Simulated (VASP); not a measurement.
# LiBe (F-43m) in VASP: reference runs

Reference runs on LiBe: the cell as given.

All numbers are computed with VASP 6.6.1; they aren't measurements. Logs are shortened: lines on timing, memory, paths and dates and some standing lists are left out, and cuts for length are marked.

**1. Starting point**

The structure is cubic, space group F-43m (No. 216). The conventional cell has a = 5.529 Å, b = 5.529 Å, c = 5.529 Å, α = 90.00°, β = 90.00°, γ = 90.00°. Li (site symmetry -43m) is surrounded by 4 Be at 2.39 Å. Be (site symmetry -43m) is surrounded by 4 Li at 2.39 Å.

The cell was built by a generator and needn't be a form met in nature.

**2. Single point, PBE**

Contents of INCAR:

```
PREC = Accurate
ENCUT = 520
EDIFF = 1E-7
ISMEAR = -1
SIGMA = 0.05
LREAL = F
LASPH = T
NELM = 80
ALGO = Normal
ISIF = 2
LWAVE = F
LCHARG = T
GGA = PE
LELF = T
LVHAR = T
NBANDS = 10
```

Contents of KPOINTS:

```
regular mesh
0
Gamma
  8 8 8
```

Contents of POSCAR:

```
LiBe
1.0
    0.0000000000      2.7647500000      2.7647500000
    2.7647500000      0.0000000000      2.7647500000
    2.7647500000      2.7647500000      0.0000000000
Li Be
1 1
Direct
    0.7500000000      0.7500000000      0.7500000000
    0.0000000000      0.0000000000      0.0000000000
```

Potentials or basis: VASP PAW PBE potentials, release 64 (Li_sv, Be).

On the command line:

```console
cat potpaw_PBE.64/Li_sv/POTCAR potpaw_PBE.64/Be/POTCAR > POTCAR
mpirun -np 1 vasp_std > vasp.out
```

OUTCAR:

```text
PREC = Accurate
   ENCUT = 520
   EDIFF = 1E-7
   ISMEAR = -1
   LREAL = F
   LASPH = T
   NELM = 80
   ISIF = 2
   GGA = PE

 ion  position               nearest neighbor table
   1  0.750  0.750  0.750-   2 2.39   2 2.39   2 2.39   2 2.39
   2  0.000  0.000  0.000-   1 2.39   1 2.39   1 2.39   1 2.39

  LATTYP: Found a face centered cubic cell.
 ALAT       =     5.5295000000

  Lattice vectors:

 A1 = (   0.0000000000,   2.7647500000,   2.7647500000)
 A2 = (   2.7647500000,   0.0000000000,   2.7647500000)
 A3 = (   2.7647500000,   2.7647500000,   0.0000000000)

Analysis of symmetry for initial positions (statically):
=====================================================================
 Subroutine PRICEL returns:
 Original cell was already a primitive cell.

 Routine SETGRP: Setting up the symmetry group for a
 face centered cubic supercell.

 Subroutine GETGRP returns: Found 24 space group operations
 (whereof 24 operations were pure point group operations)
 out of a pool of 48 trial point group operations.

The static configuration has the point symmetry T_d .

Analysis of symmetry for dynamics (positions and initial velocities):
=====================================================================
 Subroutine PRICEL returns:
 Original cell was already a primitive cell.

 Routine SETGRP: Setting up the symmetry group for a
 face centered cubic supercell.

 Subroutine GETGRP returns: Found 24 space group operations
 (whereof 24 operations were pure point group operations)
 out of a pool of 48 trial point group operations.

The dynamic configuration has the point symmetry T_d .

 Subroutine INISYM returns: Found 24 space group operations
 (whereof 24 operations are pure point group operations),
 and found     1 'primitive' translations

----------------------------------------------------------------------------------------

                                     Primitive cell

  volume of cell :      42.2666

  direct lattice vectors                    reciprocal lattice vectors
     0.000000000  2.764750000  2.764750000    -0.180848178  0.180848178  0.180848178
     2.764750000  0.000000000  2.764750000     0.180848178 -0.180848178  0.180848178
     2.764750000  2.764750000  0.000000000     0.180848178  0.180848178 -0.180848178

  length of vectors
[... 80 lines left out ...]
   ENCUT  =  520.0 eV  38.22 Ry    6.18 a.u.   7.27  7.27  7.27*2*pi/ulx,y,z
   NELM   =     80;   NELMIN=  2; NELMDL= -5     # of ELM steps
   EDIFF  = 0.1E-06   stopping-criterion for ELM
   LREAL  =      F    real-space projection
   EDIFFG = 0.1E-05   stopping-criterion for IOM
   NSW    =      0    number of steps for IOM
   IBRION =     -1    ionic relax: 0-MD 1-quasi-New 2-CG
   NFREE  =      0    steps in history (QN), initial steepest desc. (CG)
   ISIF   =      2    stress and relaxation
   ISYM   =      2    0-nonsym 1-usesym 2-fastsym
   POTIM  = 0.5000    time-step for ionic-motion
   TEBEG  =    0.0;   TEEND  =   0.0 temperature during run
   PSTRESS=    0.0 pullay stress
   NELECT =       5.0000    total number of electrons
   NUPDOWN=      -1.0000    fix difference up-down
   EMIN   =  10.00;   EMAX   =-10.00  energy-range for DOS
   EFERMI =   0.00;   METHOD = LEGACY
   ISMEAR =    -1;   SIGMA  =   0.05  broadening in eV -4-tet -1-fermi 0-gaus
   EFERMI_NEDOS =   21; number of points for ismear=-14 and -15
   IALGO  =     38    algorithm
   IMIX   =      4    mixing-type and parameters
     AMIX     =   0.40;   BMIX     =  1.00
     AMIX_MAG =   1.60;   BMIX_MAG =  1.00
  volume/ion in A,a.u.               =      21.13       142.61
  Fermi-wavevector in a.u.,A,eV,Ry     =   0.803648  1.518674  8.787315  0.645849
  Thomas-Fermi vector in A             =   1.911555
   LORBIT       =      0    0 simple, 1 ext, 2 COOP (PROOUT), +10 PAW based schemes
   GGA     = PE    functional components
   LHFCALC =     F    Hartree Fock is set to
   AEXX    =    0.0000 exact exchange contribution
   IVDW    =     0    specifies the selected vdW correction
   LEPSILON=     F    determine dielectric tensor
   LRPA    =     F    only Hartree local field effects (RPA)
 non-spin polarized calculation
  energy-cutoff  :      520.00
  volume of cell :       42.27
 maximum number of plane-waves:      1158
 NGX is ok and might be reduce to    30
   NGX = 15   NGY = 15   NGZ = 15

 number of electron       5.0000008 magnetization

 Free energy of the ion-electron system (eV)
  ---------------------------------------------------
  ext. energy  EPLUGINS =         0.00000000
  ---------------------------------------------------
  free energy    TOTEN  =        -2.88255457 eV

  energy without entropy =       -2.87203029  energy(sigma->0) =       -2.87729243

 E-fermi :   0.2845     XC(G=0):  -7.2269

 val. band max:        0.0974157771   @ k =  -0.2500   0.3750   0.1250
 cond. band min:       0.2860600701   @ k =  -0.2500   0.5000   0.2500
 fundamental gap:      0.1886442930
 Fermi energy:         0.2845030130

 k-point     1 :       0.0000    0.0000    0.0000
  band No.  band energies     occupation
      1     -46.0341      2.00000
      2      -4.5936      2.00000
      3       4.4472      0.00000
      4       4.4472      0.00000
      5       4.4472      0.00000
      6       7.9883      0.00000
      7       7.9883      0.00000
      8       7.9883      0.00000
      9      10.2279      0.00000
     10      14.0456      0.00000
[... 287 lines left out ...]
 k-point    24 :      -0.3750    0.2500    0.1250
  band No.  band energies     occupation
      1     -46.0330      2.00000
      2      -1.8958      2.00000
      3      -0.6684      2.00000
      4       2.0287      0.00000
      5       2.5164      0.00000
      6       7.4315      0.00000
      7       9.0710      0.00000
      8      10.9748      0.00000
      9      11.8300      0.00000
     10      12.6140      0.00000

 [... further k-points ...]
[... 5 lines left out ...]
  --------------------------------------------------------------------------------------
  -------------------------------------------------------------------------------------
  Total       -0.0029551     -0.0029551     -0.0029551      0.0000000      0.0000000      0.0000000
  in kB       -0.1120167     -0.1120167     -0.1120167      0.0000000      0.0000000      0.0000000
  external PRESSURE =      -0.1120167 kB  Pullay stress =       0.0000000 kB

 VOLUME and BASIS-vectors are now :
 -----------------------------------------------------------------------------
  energy-cutoff  :      520.00
  volume of cell :       42.27
      direct lattice vectors                 reciprocal lattice vectors
     0.000000000  2.764750000  2.764750000    -0.180848178  0.180848178  0.180848178
     2.764750000  0.000000000  2.764750000     0.180848178 -0.180848178  0.180848178
     2.764750000  2.764750000  0.000000000     0.180848178  0.180848178 -0.180848178

 POSITION                                       TOTAL-FORCE (eV/Angst)
 -----------------------------------------------------------------------------------
      4.14712      4.14712      4.14712         0.000000      0.000000      0.000000
      0.00000      0.00000      0.00000        -0.000000     -0.000000     -0.000000
 -----------------------------------------------------------------------------------
    total drift:                               -0.000000     -0.000000      0.000000

  FREE ENERGIE OF THE ION-ELECTRON SYSTEM (eV)
  ---------------------------------------------------
  free  energy   TOTEN  =        -2.8825545718 eV

  energy  without entropy=       -2.8720302940  energy(sigma->0) =       -2.87729243
```

OSZICAR:

```text
N       E                     dE             d eps       ncg     rms          rms(c)
DAV:   1     0.996285323393E+01    0.99629E+01   -0.21543E+03   580   0.383E+02
DAV:   2    -0.124007812029E+01   -0.11203E+02   -0.11013E+02   748   0.804E+01
DAV:   3    -0.285391946736E+01   -0.16138E+01   -0.16036E+01   948   0.207E+01
DAV:   4    -0.288314777263E+01   -0.29228E-01   -0.29176E-01   760   0.333E+00
DAV:   5    -0.288410962640E+01   -0.96185E-03   -0.96181E-03   768   0.335E-01    0.291E-01
DAV:   6    -0.288274499261E+01    0.13646E-02   -0.74033E-04   890   0.123E-01    0.173E-01
DAV:   7    -0.288253183104E+01    0.21316E-03   -0.12710E-03   942   0.149E-01    0.302E-02
DAV:   8    -0.288255691879E+01   -0.25088E-04   -0.72222E-05   650   0.482E-02    0.481E-03
DAV:   9    -0.288255512550E+01    0.17933E-05   -0.23500E-06   908   0.108E-02    0.185E-03
DAV:  10    -0.288255463572E+01    0.48978E-06   -0.27018E-07   714   0.279E-03    0.363E-04
DAV:  11    -0.288255457180E+01    0.63915E-07   -0.12924E-08   378   0.772E-04
   1 F= -.28825546E+01 E0= -.28772924E+01  d E =-.105243E-01
```

Run time: 6.3 s. Hardware: 1 thread of Intel Xeon 6975P-C (Granite Rapids), shared host; peak memory 0.16 GiB.

Results:

- Free energy: -2.8826 eV
- Band gap on the k mesh: none (metal or under the smearing width)

Caveat: the cutoff is under 1.25 times the usual one of these potentials, so pressure, stress and relaxed cells hold a basis-set (Pulay) error.
